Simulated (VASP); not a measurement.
Here is a VASP 6.6.1 calculation.

The input INCAR:

```
SYSTEM = ZnHgO2
PREC     = Accurate       ! precision mode
ENCUT    = 600            ! plane-wave cutoff, eV
EDIFF    = 1E-6           ! SCF threshold, eV
ISMEAR   = 0              ! smearing method
SIGMA    = 0.05           ! smearing width, eV
LREAL    = .FALSE.        ! projectors in reciprocal space
LASPH    = .TRUE.         ! aspherical terms in the spheres
NELM     = 60             ! most SCF steps
ALGO     = Normal         ! electronic algorithm
ISIF     = 3              ! what is computed and relaxed
LWAVE    = .FALSE.        ! write WAVECAR
LCHARG   = .FALSE.        ! write CHGCAR
GGA      = PE             ! functional
IBRION   = 2              ! ionic algorithm
NSW      = 60             ! ionic steps
EDIFFG   = -0.01          ! ionic threshold
```

The input KPOINTS:

```
Automatic mesh
0
G
  7 7 8
  0 0 0
```

The input POSCAR:

```
ZnHgO2
1.0
    4.0092200000      0.0000000000      0.0000000000
    0.0000000000      4.0092200000      0.0000000000
    0.0000000000      0.0000000000      3.3045900000
Zn Hg O
1 1 2
Direct
    0.0000000000      0.0000000000      0.0000000000
    0.5000000000      0.5000000000      0.5000000000
    0.5000000000      0.0000000000      0.0000000000
    0.0000000000      0.5000000000      0.0000000000
```

Potentials or basis: VASP PAW PBE potentials, release 64 (Zn, Hg, O).

The run is started by

```console
$ cat potpaw_PBE.64/Zn/POTCAR potpaw_PBE.64/Hg/POTCAR potpaw_PBE.64/O/POTCAR > POTCAR
$ mpirun -np 1 vasp_std > vasp.out
```

(1) Predict the space group after relaxing (to 0.05 Å).

(2) Predict the band gap on the k mesh.

(3) Predict the relaxed volume.

(4) What does it give for the relaxed cell?

## Answers

(1) P4/mmm (No. 123).

(2) none (metal or under the smearing width).

(3) 13.36 Å³/atom.

(4) a = 4.018 Å, b = 4.018 Å, c = 3.310 Å, α = 90.00°, β = 90.00°, γ = 90.00°.
